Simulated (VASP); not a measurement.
Here is a VASP 6.6.1 calculation.

INCAR

```
PREC = Normal
ENCUT = 450
EDIFF = 1E-6
ISMEAR = 0
SIGMA = 0.01
LREAL = Auto
LASPH = True
NELM = 80
ALGO = Normal
ISIF = 2
LWAVE = False
LCHARG = False
GGA = PE
IBRION = 2
NSW = 70
EDIFFG = -0.025
ICORELEVEL = 1
NELECT = 230.0
ISYM = 0
KPAR = 4
NCORE = 2
```

File KPOINTS:

```
regular mesh
0
Gamma
  2 2 2
```

File POSCAR:

```
Si28C29
1.0
    1.5465940000      8.0363460000      0.0000000000
   -7.7329770000     -2.6787820000      0.0000000000
    0.0000000000      0.0000000000     10.1265810000
Si C
28 29
Direct
    0.3333331400      0.6666664300      0.9378460000
    0.1919727700      0.2385938200      0.9359721200
    0.6190474300      0.5238092900      0.9378460000
    0.0491371400      0.8111707100      0.9375190100
    0.4761040900      0.0923179000      0.9370459200
    0.9047617100      0.3809521400      0.9378460000
    0.7619045700      0.9523807100      0.9378460000
    0.5238097100      0.9047621400      0.4378460000
    0.3809525700      0.4761907100      0.4378460000
    0.8095240000      0.7619050000      0.4378460000
    0.2380954300      0.0476192900      0.4378460000
    0.6666668600      0.3333335700      0.4378460000
    0.0952382900      0.6190478600      0.4378460000
    0.9523811400      0.1904764300      0.4378460000
    0.2857142900      0.8571428600      0.6878980000
    0.1428571400      0.4285714300      0.6878980000
    0.5714285700      0.7142857100      0.6878980000
    0.9979896200      0.9916424100      0.6853209500
    0.4285714300      0.2857142900      0.6878980000
    0.8571428600      0.5714285700      0.6878980000
    0.7142857100      0.1428571400      0.6878980000
    0.2857142900      0.8571428600      0.1878980000
    0.1428571400      0.4285714300      0.1878980000
    0.5714285700      0.7142857100      0.1878980000
    0.0000000000      0.0000000000      0.1878980000
    0.4285714300      0.2857142900      0.1878980000
    0.8571428600      0.5714285700      0.1878980000
    0.7142857100      0.1428571400      0.1878980000
    0.3333331400      0.6666664300      0.7498070000
    0.1956319000      0.2459333100      0.7497888300
    0.6190474300      0.5238092900      0.7498070000
    0.0398694500      0.8074009100      0.7508064400
    0.4844941900      0.0940191000      0.7491328400
    0.9047617100      0.3809521400      0.7498070000
    0.7619045700      0.9523807100      0.7498070000
    0.5238097100      0.9047621400      0.2498070000
    0.3809525700      0.4761907100      0.2498070000
    0.8095240000      0.7619050000      0.2498070000
    0.2380954300      0.0476192900      0.2498070000
    0.6666668600      0.3333335700      0.2498070000
    0.0952382900      0.6190478600      0.2498070000
    0.9523811400      0.1904764300      0.2498070000
    0.2857142900      0.8571428600      0.5004470000
    0.1428571400      0.4285714300      0.5004470000
    0.5714285700      0.7142857100      0.5004470000
    0.0000000000      0.0000000000      0.5004470000
    0.4285714300      0.2857142900      0.5004470000
    0.8571428600      0.5714285700      0.5004470000
    0.7142857100      0.1428571400      0.5004470000
    0.2857142900      0.8571428600      0.0004470000
    0.1428571400      0.4285714300      0.0004470000
    0.5714285700      0.7142857100      0.0004470000
    0.0082838200      0.0057998900      0.0054122100
    0.4285714300      0.2857142900      0.0004470000
    0.8571428600      0.5714285700      0.0004470000
    0.7142857100      0.1428571400      0.0004470000
    0.2287106000      0.0560362300      0.8322264700
```

Potentials or basis: VASP PAW PBE potentials, release 64 (Si, C).

The run is started by

```sh
$ cat potpaw_PBE.64/Si/POTCAR potpaw_PBE.64/C/POTCAR > POTCAR
$ mpirun -np 8 vasp_std > vasp.out
```

Question: What does it give for the energy gained by relaxing?

Answer: 79.0 meV/atom.

Question: Estimate the band gap on the k mesh.

Answer: 0.37 eV, indirect (least direct gap 0.61 eV).

Final structure:
```cif
data_structure
_symmetry_space_group_name_H-M 'P 1'
_symmetry_Int_Tables_number 1
_cell_length_a 8.1838
_cell_length_b 8.1838
_cell_length_c 10.1266
_cell_angle_alpha 90.000
_cell_angle_beta 90.000
_cell_angle_gamma 120.000
_cell_volume 587.36
loop_
_atom_site_label
_atom_site_type_symbol
_atom_site_fract_x
_atom_site_fract_y
_atom_site_fract_z
_atom_site_occupancy
Si1 Si 0.33208 0.66400 0.93836 1
Si2 Si 0.19235 0.23125 0.96788 1
Si3 Si 0.61713 0.51923 0.94020 1
Si4 Si 0.04866 0.81223 0.93599 1
Si5 Si 0.47511 0.09627 0.93569 1
Si6 Si 0.90588 0.37853 0.93813 1
Si7 Si 0.76486 0.95029 0.94026 1
Si8 Si 0.52529 0.90145 0.43992 1
Si9 Si 0.38057 0.47158 0.44255 1
Si10 Si 0.80607 0.75310 0.43864 1
Si11 Si 0.24032 0.04473 0.43923 1
Si12 Si 0.67213 0.32842 0.43838 1
Si13 Si 0.09467 0.62303 0.43408 1
Si14 Si 0.95622 0.18703 0.44159 1
Si15 Si 0.28761 0.85844 0.68974 1
Si16 Si 0.13880 0.44666 0.67505 1
Si17 Si 0.57182 0.71115 0.69111 1
Si18 Si 0.00962 0.00382 0.68752 1
Si19 Si 0.41987 0.27896 0.68816 1
Si20 Si 0.85130 0.56479 0.68908 1
Si21 Si 0.72076 0.13783 0.68913 1
Si22 Si 0.28746 0.85733 0.18664 1
Si23 Si 0.14290 0.42772 0.19302 1
Si24 Si 0.56977 0.70925 0.18884 1
Si25 Si 0.99640 0.99096 0.19675 1
Si26 Si 0.43604 0.28451 0.19688 1
Si27 Si 0.85757 0.56853 0.18614 1
Si28 Si 0.71724 0.13976 0.18797 1
C1 C 0.33491 0.66991 0.75137 1
C2 C 0.18342 0.25995 0.68143 1
C3 C 0.61275 0.51751 0.75228 1
C4 C 0.04390 0.79911 0.74724 1
C5 C 0.48524 0.09394 0.74718 1
C6 C 0.90251 0.37931 0.75092 1
C7 C 0.76913 0.94930 0.75264 1
C8 C 0.52476 0.90182 0.25069 1
C9 C 0.38176 0.47332 0.25347 1
C10 C 0.80374 0.75171 0.25258 1
C11 C 0.24003 0.04464 0.25227 1
C12 C 0.67498 0.33079 0.25243 1
C13 C 0.09593 0.62191 0.24809 1
C14 C 0.95325 0.18650 0.25274 1
C15 C 0.28800 0.85547 0.50147 1
C16 C 0.14083 0.43659 0.48906 1
C17 C 0.57104 0.71048 0.50346 1
C18 C 0.99731 0.98730 0.49537 1
C19 C 0.43679 0.28169 0.49601 1
C20 C 0.85607 0.56647 0.50159 1
C21 C 0.71833 0.13789 0.50203 1
C22 C 0.28657 0.85708 0.99981 1
C23 C 0.14245 0.42885 0.00669 1
C24 C 0.57003 0.71141 0.00148 1
C25 C 0.99287 0.98938 0.01528 1
C26 C 0.43838 0.28647 0.01534 1
C27 C 0.85832 0.57006 0.99968 1
C28 C 0.71460 0.14001 0.00047 1
C29 C 0.20724 0.17747 0.80588 1
```

Caveat: the k mesh is coarse (spacing up to 0.44 Å⁻¹), so the values aren't converged; the cell is charged against a uniform background, so pressure and absolute levels hang on convention. Expect the measured gap to be larger: semilocal functionals such as PBE lack the derivative discontinuity.
